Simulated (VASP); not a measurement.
Consider the following.

```
CELL_PARAMETERS angstrom
      4.24273     0.00000     0.00000
     -2.12136     3.67431     0.00000
      0.00000     0.00000     7.68275
ATOMIC_POSITIONS crystal
  Sr 0.66667 0.33333 0.67866
  Sr 0.33333 0.66667 0.32134
  H  0.00000 0.00000 0.50000
  H  0.66667 0.33333 0.35725
  H  0.33333 0.66667 0.64275
  I  0.00000 0.00000 0.00000
```

Calculation: PBEsol GGA, VASP's PBE PAW potentials (set 64) (plane waves; VASP). Numerical set-up: 300 eV cut-off, 6×6×3 Γ-centred mesh, Fermi-Dirac smearing of 0.020 eV, potentials Sr_sv H I.

At this cut-off the stress carries a Pulay error, which pulls relaxed volumes low. Energy and stress use the plane-wave basis of the starting cell.

Q: The ions, cell shape and volume are relaxed. Which structure does the run end with?

A: 
```
CELL_PARAMETERS angstrom
      4.16383     0.00000     0.00000
     -2.08191     3.60598     0.00000
      0.00000     0.00000     7.48742
ATOMIC_POSITIONS crystal
  Sr 0.66667 0.33333 0.68063
  Sr 0.33333 0.66667 0.31937
  H  0.00000 0.00000 0.50000
  H  0.66667 0.33333 0.35541
  H  0.33333 0.66667 0.64459
  I  0.00000 0.00000 0.00000
```
Space group P-3m1 (164), at a tolerance of 0.03 Å.

Q: How do energy and volume change from the first to the last step?

A: The energy (σ→0) changes by -8.8 meV/atom and the volume by -6.1 %, in 9 ionic steps.

The structure comes from a computed database's Sr2H3I entry; how it stands against other phases isn't given here. This run relaxes it. Symmetry was kept, so distortions that lower it aren't found. The run is one of a series of settings (EDIFFG = -0.01, IBRION = 2, ISIF = 3, NSW = 50 against the base run), some of them coarse on purpose.
